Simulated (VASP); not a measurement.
Here is the system:

```yaml
crystal:
  lattice:
    - [2.90624, 0.00000, 0.00000]
    - [0.00000, 2.90624, 0.00000]
    - [0.00000, 0.00000, 2.90624]
  atoms:
    - { symbol: Al, position: [0.50000, 0.50000, 0.50000] }
    - { symbol: Fe, position: [0.00000, 0.00000, 0.00000] }
```

Computed with vdW-DF2, VASP's PBE PAW potentials (set 64) (plane waves; VASP). Numerical set-up: 520 eV cut-off, 13×13×13 Γ-centred mesh, first-order Methfessel-Paxton smearing of 0.10 eV, potentials Al Fe.

Question: Give the energy at these volumes per atom, relative to the lowest: 11.53, 11.90, 12.27, 12.63, 13.00 Å³.

Answer: 25.4, 6.1, 0.0, 5.1, 19.8 meV/atom. A third-order Birch-Murnaghan fit gives B0 = 162 GPa and B0′ = 4.3.

Measured: bulk modulus 152 GPa (computed value off by +6.8 %), as given by Yamada et al., (2019), arXiv:1910.09660; a 2.910 Å (computed value off by -0.1 %), as given by Yibo Liu et al., IUCrData (2023), doi:10.1107/s2414314623010659. The calculation is for a static lattice, while the measured bulk modulus, a hold thermal and zero-point effects, which are part of the difference.

The compound is FeAl in the CsCl type structure. It was relaxed first. The run is not spin-polarised, so no magnetic state was tried.
